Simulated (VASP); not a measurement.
Consider the following.

```yaml
crystal:
  lattice:
    - [3.88213, 0.00000, 0.00000]
    - [0.00000, 3.88213, 0.00000]
    - [0.00000, 0.00000, 3.88213]
  atoms:
    - { symbol: Sr, position: [0.00000, 0.00000, 0.00000] }
    - { symbol: V, position: [0.50000, 0.50000, 0.50000] }
    - { symbol: O, position: [0.50000, 0.00000, 0.50000] }
    - { symbol: O, position: [0.00000, 0.50000, 0.50000] }
    - { symbol: O, position: [0.50000, 0.50000, 0.00000] }
```

The numbers are results of PBE GGA + U (Dudarev), VASP's PBE PAW potentials (set 64) (plane waves; VASP), not measurements. Run with 520 eV cut-off, 7×7×7 Γ-centred mesh, first-order Methfessel-Paxton smearing of 0.10 eV, potentials Sr_sv V_sv O, U − J: V 3.25 eV.

Q: Predict the energy per atom (σ→0), band gap (on the k-mesh) with the smallest direct gap where there is one.

A: 
The band gap (on the k-mesh) is none (metal, semimetal or under 0.01 eV). The energy per atom (σ→0) comes out as -7.188 eV/atom.

Only differences to runs with the same potentials and settings are physical.

The compound is SrVO3 in the cubic perovskite structure. It was relaxed first. The start is the result of an earlier pass. The run is not spin-polarised, so no magnetic state was tried. The electron count is odd and the run is not spin-polarised, which forces a metal. A gapless solution with U can be a metastable orbital state.
